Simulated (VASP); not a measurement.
Output of a VASP run:

### OUTCAR
```
 ion  position               nearest neighbor table
   1  0.000  0.000  0.000-   3 1.71   4 1.71   3 1.71   4 1.71   4 1.71   3 1.71   2 1.96   2 1.96
  LATTYP: Found a hexagonal cell.
 ALAT       =     2.4270183463
 C/A-ratio  =     1.6144756494
 Subroutine PRICEL returns:
 Original cell was already a primitive cell.
 Subroutine GETGRP returns: Found 24 space group operations
The static configuration has the point symmetry D_3d.
 The point group associated with its full space group is D_6h.
The dynamic configuration has the point symmetry D_3d.
 Subroutine INISYM returns: Found 24 space group operations
 Subroutine IBZKPT returns following result:
 Found     56 irreducible k-points:

 Following reciprocal coordinates:
            Coordinates               Weight
  0.000000  0.000000  0.000000      1.000000
  0.100000  0.000000  0.000000      6.000000
  0.200000  0.000000  0.000000      6.000000
  0.300000  0.000000  0.000000      6.000000
  0.400000 -0.000000  0.000000      6.000000
  0.500000 -0.000000  0.000000      3.000000
  0.100000  0.100000  0.000000      6.000000
  0.200000  0.100000  0.000000     12.000000
  0.300000  0.100000  0.000000     12.000000
  0.400000  0.100000  0.000000     12.000000
  0.200000  0.200000  0.000000      6.000000
  0.300000  0.200000  0.000000     12.000000
  0.400000  0.200000  0.000000      6.000000
  0.300000  0.300000  0.000000      6.000000
  0.000000  0.000000  0.166667      2.000000
  0.100000  0.000000  0.166667     12.000000
  0.200000  0.000000  0.166667     12.000000
  0.300000  0.000000  0.166667     12.000000
  0.400000 -0.000000  0.166667     12.000000
  0.500000 -0.000000  0.166667      6.000000
  0.100000  0.100000  0.166667     12.000000
  0.200000  0.100000  0.166667     24.000000
  0.300000  0.100000  0.166667     24.000000
  0.400000  0.100000  0.166667     24.000000
  0.200000  0.200000  0.166667     12.000000
  0.300000  0.200000  0.166667     24.000000
  0.400000  0.200000  0.166667     12.000000
  0.300000  0.300000  0.166667     12.000000
  0.000000  0.000000  0.333333      2.000000
  0.100000  0.000000  0.333333     12.000000
  0.200000  0.000000  0.333333     12.000000
  0.300000  0.000000  0.333333     12.000000
  0.400000 -0.000000  0.333333     12.000000
  0.500000 -0.000000  0.333333      6.000000
  0.100000  0.100000  0.333333     12.000000
  0.200000  0.100000  0.333333     24.000000
  0.300000  0.100000  0.333333     24.000000
  0.400000  0.100000  0.333333     24.000000
  0.200000  0.200000  0.333333     12.000000
  0.300000  0.200000  0.333333     24.000000
   k-points           NKPTS =     56   k-points in BZ     NKDIM =     56   number of bands    NBANDS=     12
   number of dos      NEDOS =    301   number of ions     NIONS =      4
   total plane-waves  NPLWV =  12800
   dimension x,y,z NGX =    20 NGY =   20 NGZ =   32
   dimension x,y,z NGXF=    40 NGYF=   40 NGZF=   64
   ions per type =               2   2
   PREC   = accura    normal or accurate (medium, high low for compatibility)
   ISTART =      0    job   : 0-new  1-cont  2-samecut
   ICHARG =      2    charge: 1-file 2-atom 10-const
   ISPIN  =      1    spin polarized calculation?
   LNONCOLLINEAR =      F non collinear calculations
   LSORBIT =      F    spin-orbit coupling
   INIWAV =      1    electr: 0-lowe 1-rand  2-diag
   ENCUT  =  620.0 eV  45.57 Ry    6.75 a.u.   4.93  4.93  7.96*2*pi/ulx,y,z
   NELM   =    100;   NELMIN=  2; NELMDL= -5     # of ELM steps
   EDIFF  = 0.1E-05   stopping-criterion for ELM
   LREAL  =      F    real-space projection
   NLSPLINE    = F    spline interpolate recip. space projectors
   LMAXMIX     =    2 max onsite mixed and CHGCAR
   VOSKOWN=      0    Vosko Wilk Nusair interpolation
   EDIFFG = -.2E-01   stopping-criterion for IOM
   NSW    =     40    number of steps for IOM
   NBLOCK =      1;   KBLOCK =     40    inner block; outer block
...
```

OSZICAR:
```
       N       E                     dE             d eps       ncg     rms          rms(c)
DAV:   1     0.639878861293E+02    0.63988E+02   -0.10285E+04  1344   0.156E+03
DAV:   2    -0.284213762214E+02   -0.92409E+02   -0.84511E+02  1896   0.327E+02
DAV:   3    -0.312892522509E+02   -0.28679E+01   -0.28430E+01  1768   0.560E+01
DAV:   4    -0.313154099378E+02   -0.26158E-01   -0.26105E-01  1696   0.509E+00
DAV:   5    -0.313158172087E+02   -0.40727E-03   -0.40718E-03  1692   0.560E-01    0.886E+00
DAV:   6    -0.298131226347E+02    0.15027E+01   -0.44848E+00  1768   0.187E+01    0.370E+00
DAV:   7    -0.297794246404E+02    0.33698E-01   -0.21854E-01  1668   0.484E+00    0.237E+00
DAV:   8    -0.297691459024E+02    0.10279E-01   -0.17293E-02  1600   0.128E+00    0.297E-01
DAV:   9    -0.297683266768E+02    0.81923E-03   -0.20580E-03  1732   0.514E-01    0.623E-02
DAV:  10    -0.297683346278E+02   -0.79510E-05   -0.12724E-04  1636   0.112E-01    0.166E-02
DAV:  11    -0.297683338046E+02    0.82324E-06   -0.11458E-05  1692   0.315E-02    0.290E-03
DAV:  12    -0.297683337325E+02    0.72081E-07   -0.72572E-07   980   0.874E-03
   1 F= -.26025574E+02 E0= -.26025574E+02  d E =-.260256E+02
       N       E                     dE             d eps       ncg     rms          rms(c)
DAV:   1    -0.297678539554E+02    0.47985E-03   -0.38816E-03  1572   0.641E-01    0.435E-02
DAV:   2    -0.297678337165E+02    0.20239E-04   -0.48742E-05  1660   0.791E-02    0.254E-02
DAV:   3    -0.297678218793E+02    0.11837E-04   -0.15538E-05  1628   0.375E-02    0.156E-03
DAV:   4    -0.297678219237E+02   -0.44431E-07   -0.77198E-07   968   0.109E-02
   2 F= -.26025585E+02 E0= -.26025585E+02  d E =-.108724E-04
```

File OUTCAR:
```
------------------------ aborting loop because EDIFF is reached ----------------------------------------
  FORCE on cell =-STRESS in cart. coord.  units (eV):
  Direction    XX          YY          ZZ          XY          YZ          ZX
  --------------------------------------------------------------------------------------
  Total        3.7777354      3.7777351      3.6724711      0.0000000      0.0000000      0.0000000
  in kB      302.8457496    302.8457248    294.4071331      0.0000000      0.0000000      0.0000000
  external PRESSURE =       0.0328692 kB  Pullay stress =     300.0000000 kB
  volume of cell :       19.99
      direct lattice vectors                 reciprocal lattice vectors
     2.425672241  0.000000000 -0.000000000     0.412256851  0.238016614 -0.000000000
    -1.212836121  2.100693696  0.000000000    -0.000000000  0.476033227 -0.000000000
     0.000000000  0.000000000  3.922164348     0.000000000 -0.000000000  0.254961269
  FREE ENERGIE OF THE ION-ELECTRON SYSTEM (eV)
  ---------------------------------------------------
  free  energy   TOTEN  =       -29.7678219237 eV

  energy  without entropy=      -29.7678219237  energy(sigma->0) =      -29.76782192
  enthalpy is  TOTEN    =       -26.0255847328 eV   P V=        3.7422371910

 reached required accuracy - stopping structural energy minimisation
```
(Selected blocks of OUTCAR.)

POSCAR:
```
BN
1
    2.4270183463     0.0000000000     0.0000000000
   -1.2135091731     2.1018594644    -0.0000000000
    0.0000000000    -0.0000000000     3.9183620207
B N
2 2
Direct
  0.0000000000   1.0000000000   0.0000000000
  0.0000000000   1.0000000000   0.5000000000
  0.3333330000   0.6666670000   0.2500000000
  0.6666670000   0.3333330000   0.7500000000
```

Q: Write an INCAR and KPOINTS that could have produced this output.

A: Several could match; the one computed here: the input of the run itself, PBEsol GGA, plane waves, VASP's PBE PAW potentials (set 64).

KPOINTS:
```
K-points
0
Gamma
 10 10 6
```

**INCAR**
```
# general
SYSTEM =BN
PREC   =Accurate
ENCUT  =620
LREAL  =.False.
LASPH  =.True.

# electronic loop
EDIFF  =1E-6
NELM   =100
ALGO   =Normal

# smearing
ISMEAR =0
SIGMA  =0.05

# functional
GGA    =PS

# ions
IBRION =2
NSW    =40
ISIF   =3
EDIFFG =-0.02
PSTRESS=300

# output
LWAVE  =.False.
LCHARG =.False.
```

POTCAR, in this order: B N (PBE.64 set). Program: vasp_std.

The structure was generated: BN was put into the NiAs type type (P6_3/mmc), which need not be its known phase. This run relaxes it under an external pressure of 30 GPa. Symmetry was kept, so distortions that lower it aren't found.
